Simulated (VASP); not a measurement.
# Ag16H2C: core-level shifts, part 3 of 3

Wanted: the chemical shifts that photoemission would resolve in Ag16H2C.

VASP 6.6.1, plane waves and PAW; the level of theory is named at each step.

So far. Step 2 (Relaxation): The forces on the free atoms are under 0.05 eV/Å, while the fixed ones keep up to 0.073 eV/Å. Step 4 (Core hole, atom Ag4): This is the reference for holes on Ag.

### 5. Core hole, atom Ag6

Level of this step: final-state core hole with the electron kept at the Fermi level, PBE; plane waves and PAW (Ag, H, C, Ag) (VASP).

The same hole on the next atom.

The input, INCAR:

```
SYSTEM = Ag16H2C
PREC = Normal
ENCUT = 400
EDIFF = 1E-05
NELM = 120
ISMEAR = 0
SIGMA = 0.1
LREAL = Auto
ALGO = Fast
GGA = PE
NBANDS = 112
LASPH = .TRUE.
LWAVE = .FALSE.
LCHARG = .FALSE.
KPAR = 2
NCORE = 4
ICORELEVEL = 2
CLNT = 1
CLN = 3
CLL = 2
CLZ = 1
ISIF = 0
```

The input, POSCAR:

```
Ag16H2C
1.0
    5.8689862838      0.0000000000      0.0000000000
    2.9344931419      5.0826912163      0.0000000000
    0.0000000000      0.0000000000     24.7580108514
Ag H C Ag
1 2 1 15
Direct
    0.9996741147      0.5002401759      0.5938850070
    0.1565775573      0.0001228078      0.6974869481
    0.8451838562      0.0001132948      0.6975647654
    0.0001696778      0.0011713649      0.6729564979
    0.9997219661      0.0005957180      0.5911276123
    0.5002702657      0.9995235729      0.5874267925
    0.4999207138      0.5003424361      0.5938818183
    0.8334095484      0.3331828814      0.4955092877
    0.3318667354      0.3362564876      0.4953458575
    0.8361137900      0.8318543267      0.4943961733
    0.3320897558      0.8318345798      0.4943681394
    0.1666666670      0.1666666670      0.3997091560
    0.6666666670      0.1666666670      0.3997091560
    0.1666666670      0.6666666670      0.3997091560
    0.6666666670      0.6666666670      0.3997091560
    0.0000000000      0.0000000000      0.3029322530
    0.5000000000      0.0000000000      0.3029322530
    0.0000000000      0.5000000000      0.3029322530
    0.5000000000      0.5000000000      0.3029322530
```

The input, KPOINTS:

```
Automatic mesh
0
Gamma
4 4 1
0 0 0
```

PAW data sets: Ag, H, C and Ag (PBE family, release 64).

Started as:

```sh
> mpirun -np 8 vasp_std
```

The program printed:

```text
[... set-up lines as in an earlier step ...]
 entering main loop
       N       E                     dE             d eps       ncg     rms          rms(c)
DAV:   1     0.836371433357E+03    0.83637E+03   -0.74545E+04  2280   0.115E+03
DAV:   2    -0.193142880661E+03   -0.10295E+04   -0.98446E+03  2448   0.281E+02
DAV:   3    -0.237960234362E+03   -0.44817E+02   -0.43805E+02  2576   0.539E+01
DAV:   4    -0.238972751090E+03   -0.10125E+01   -0.10092E+01  2520   0.794E+00
[...]
RMM:  22    -0.230255205457E+03   -0.29501E-04   -0.11841E-06  1027   0.241E-03    0.910E-04
RMM:  23    -0.230255239684E+03   -0.34228E-04   -0.10502E-06   841   0.215E-03    0.668E-04
RMM:  24    -0.230255249508E+03   -0.98230E-05   -0.35559E-07   700   0.190E-03
   1 F= -.23025525E+03 E0= -.23023881E+03  d E =-.328778E-01
```

Run time: 35 s. Hardware: 8 MPI ranks of Intel Xeon 6975P-C (Granite Rapids), shared host; peak memory 2 GiB; 4.5 min of CPU time.

Parts of OUTCAR (step 5):

```text
 POSITION                                       TOTAL-FORCE (eV/Angst)
 -----------------------------------------------------------------------------------
      7.33503      2.54257     14.70341        -0.005055      0.004202      0.255754
      0.91931      0.00062     17.26839        -0.031795      0.015035     -0.026768
      4.96070      0.00058     17.27032         0.008624     -0.007214     -0.018441
      0.00443      0.00595     16.66106         0.033579     -0.004183      0.186325
      5.86910      0.00303     14.63514        -0.012430     -0.002712     -0.116151
      5.86917      5.08027     14.54352        -0.001414     -0.002272      0.005664
      4.40228      2.54309     14.70333         0.001738     -0.000178     -0.030170
      5.86899      1.69347     12.26782        -0.072126     -0.042405     -0.079745
      2.93446      1.70909     12.26378         0.073126     -0.028136     -0.083045
      7.34821      4.22806     12.24027         0.026422      0.087573     -0.088530
      4.39004      4.22796     12.23957        -0.029426      0.004431     -0.011509
      1.46725      0.84712      9.89600         0.037298      0.017722      0.019816
      4.40174      0.84712      9.89600        -0.032367      0.016912      0.005663
      2.93449      3.38846      9.89600        -0.000899     -0.050519     -0.000159
[...]
-----------------------------------------------------------------------------------
    total drift:                               -0.001119     -0.006892      0.034456

  FREE ENERGIE OF THE ION-ELECTRON SYSTEM (eV)
  ---------------------------------------------------
  free  energy   TOTEN  =      -230.2552495075 eV

  energy  without entropy=     -230.2223716864  energy(sigma->0) =     -230.23881060

[... 2 parts as in an earlier step ...]

[... 1 further part left out ...]
[key lines of the parts left out:]
E-fermi :   0.5682
```

Against the hole on Ag4 the energy differs by -0.22 eV.

### 6. Core hole, atom Ag12

The same hole on the next atom.

INCAR is that of step 5.

Changes to POSCAR since step 5:

```diff
@@ -8,3 +8,3 @@
 Direct
-    0.9996741147      0.5002401759      0.5938850070
+    0.1666666670      0.1666666670      0.3997091560
     0.1565775573      0.0001228078      0.6974869481
@@ -14,2 +14,3 @@
     0.5002702657      0.9995235729      0.5874267925
+    0.9996741147      0.5002401759      0.5938850070
     0.4999207138      0.5003424361      0.5938818183
@@ -19,3 +20,2 @@
     0.3320897558      0.8318345798      0.4943681394
-    0.1666666670      0.1666666670      0.3997091560
     0.6666666670      0.1666666670      0.3997091560
```

KPOINTS is that of step 5.

Started as:

```sh
> mpirun -np 8 vasp_std
```

The program printed:

```text
[... set-up lines as in an earlier step ...]
 entering main loop
       N       E                     dE             d eps       ncg     rms          rms(c)
DAV:   1     0.836079187893E+03    0.83608E+03   -0.74546E+04  2280   0.115E+03
DAV:   2    -0.193203147031E+03   -0.10293E+04   -0.98436E+03  2448   0.281E+02
DAV:   3    -0.237872481920E+03   -0.44669E+02   -0.43688E+02  2608   0.539E+01
DAV:   4    -0.238858740670E+03   -0.98626E+00   -0.98336E+00  2520   0.789E+00
[...]
RMM:  22    -0.230227273444E+03   -0.40061E-04   -0.13041E-06  1042   0.245E-03    0.904E-04
RMM:  23    -0.230227302198E+03   -0.28755E-04   -0.86332E-07   758   0.203E-03    0.562E-04
RMM:  24    -0.230227311201E+03   -0.90030E-05   -0.29050E-07   643   0.191E-03
   1 F= -.23022731E+03 E0= -.23021396E+03  d E =-.267088E-01
```

It took 34 s on 8 MPI ranks; peak memory 2 GiB.

OUTCAR, selected parts (step 6):

```text
 POSITION                                       TOTAL-FORCE (eV/Angst)
 -----------------------------------------------------------------------------------
      1.46725      0.84712      9.89600         0.016280      0.010148      0.003427
      0.91931      0.00062     17.26839        -0.034248     -0.019308     -0.035817
      4.96070      0.00058     17.27032         0.012720      0.003324     -0.025763
      0.00443      0.00595     16.66106         0.014278      0.021714      0.078043
      5.86910      0.00303     14.63514         0.020958      0.012814     -0.000851
      5.86917      5.08027     14.54352         0.001426     -0.004338      0.051135
      7.33503      2.54257     14.70341        -0.005043     -0.001003      0.016850
      4.40228      2.54309     14.70333         0.005307      0.004350      0.045843
      5.86899      1.69347     12.26782        -0.048263      0.030208      0.060165
      2.93446      1.70909     12.26378         0.044709      0.019316      0.039007
      7.34821      4.22806     12.24027        -0.014073      0.017779     -0.026453
      4.39004      4.22796     12.23957         0.002771     -0.037912      0.045944
      4.40174      0.84712      9.89600        -0.023627      0.017702     -0.006085
      2.93449      3.38846      9.89600         0.008675     -0.048346     -0.025401
[...]
-----------------------------------------------------------------------------------
    total drift:                               -0.001552     -0.006673      0.028560

  FREE ENERGIE OF THE ION-ELECTRON SYSTEM (eV)
  ---------------------------------------------------
  free  energy   TOTEN  =      -230.2273112015 eV

  energy  without entropy=     -230.2006024335  energy(sigma->0) =     -230.21395682

[... 2 parts as in an earlier step ...]

[... 1 further part left out ...]
[key lines of the parts left out:]
E-fermi :   0.5357
```

Against the hole on Ag4 the energy differs by -0.19 eV.

### 7. Summary

This step: core-level shifts, PBE; plane waves and PAW (VASP 6.6.1).

No new run; the numbers come from the runs before.

A positive shift is a higher binding energy. Cost is wall time times ranks on a shared host. Core-level shifts:

| atom | region | shell | Kohn-Sham level below the Fermi level (eV) | initial-state shift (eV) | final-state shift (eV) | shifts are from | cost (core minutes) |
| --- | --- | --- | --- | --- | --- | --- | --- |
| Ag4 | layer 1 | 3d | 356.1 | 0 | 0 | Ag4 | 4.53 |
| Ag6 | layer 1 | 3d | 355.3 | -0.8544 | -0.2191 | Ag4 | 4.67 |
| Ag12 | layer 3 | 3d | 355.5 | -0.65 | -0.1943 | Ag4 | 4.53 |

### 8. Outcome

```json
{"Ag6 3d (layer 1), from Ag4": "initial state -0.85 eV, final state -0.22 eV", "Ag12 3d (layer 3), from Ag4": "initial state -0.65 eV, final state -0.19 eV"}
```

What this shows: Against Ag4, Ag6 is shifted by -0.85 eV in the initial state and by -0.22 eV with the hole; against Ag4, Ag12 is shifted by -0.65 eV in the initial state and by -0.19 eV with the hole (energies extrapolated to zero smearing). Only these atoms were given a hole, so other sites aren't ranked. The difference of the two pictures holds the screening of the hole, but also the cell's limits: holes repeat 5.9 Å apart, and the electron from the core stays in the cell, where it moves the Fermi energy by +0.04 to +0.12 eV, less than the shifts themselves. Cell size, mesh and smearing weren't varied between the hole runs, and no dipole correction was applied to the slab. The other core electrons are frozen, spin-orbit splitting and multiplets are absent, and only shifts between atoms of one element are meaningful.

[Lines on the potential files, build, host, timing and source positions are cut from VASP's logs without a mark.]

[Logs are printed without paths, hosts, clocks, repeated set-up lines and the standing remarks that a program may print on its own settings, such as how far it seeks lower states.]

[Hosts, paths, dates, database ids (printed as entryN), source tags and the programs' standing remarks are cut or masked in the printed files.]
